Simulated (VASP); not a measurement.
A convergence study with VASP on NiSi2 (fluorite): one setting is varied, all else stays as given below, so the limit is that of these other settings. Each run relaxes cell and ions from the cell shown. The basis is that of the starting cell, so low cut-offs carry a Pulay error.

```xyz
3
Lattice="0.0000 2.7050 2.7050 2.7050 0.0000 2.7050 2.7050 2.7050 0.0000" Properties=species:S:1:pos:R:3 pbc="T T T"
Si     1.3525     1.3525     1.3525
Si     4.0575     4.0575     4.0575
Ni     0.0000     0.0000     0.0000
```

All values below come from LDA (Ceperley-Alder, Perdew-Zunger), VASP's LDA PAW potentials (set 64) (plane waves; VASP). The tightest run used: 700 eV cut-off, 8×8×8 Γ-centred mesh, first-order Methfessel-Paxton smearing of 0.10 eV, potentials Si Ni.

```csv
setting,relaxed volume (Å³/atom),E (eV/atom),plane waves
ENCUT = 200,11.662,-6.6449,266
ENCUT = 250,12.530,-6.6209,363
ENCUT = 300,12.719,-6.6302,489
```

Question: These are the cheaper rows. Estimate the results at ENCUT = 700, and how far the last row shown lies from them.

Answer: 
| quantity | tightest run | last row shown is off by |
|---|---|---|
| relaxed volume (Å³/atom) | 12.735 | -0.016 |
| E (eV/atom) | -6.6315 | 0.0013 |

Left out are rungs that failed or repeat a setting and relaxations that didn't move; long series are thinned to 24 rows.

The compound is NiSi2 in the fluorite structure. The run is not spin-polarised, so no magnetic state was tried.
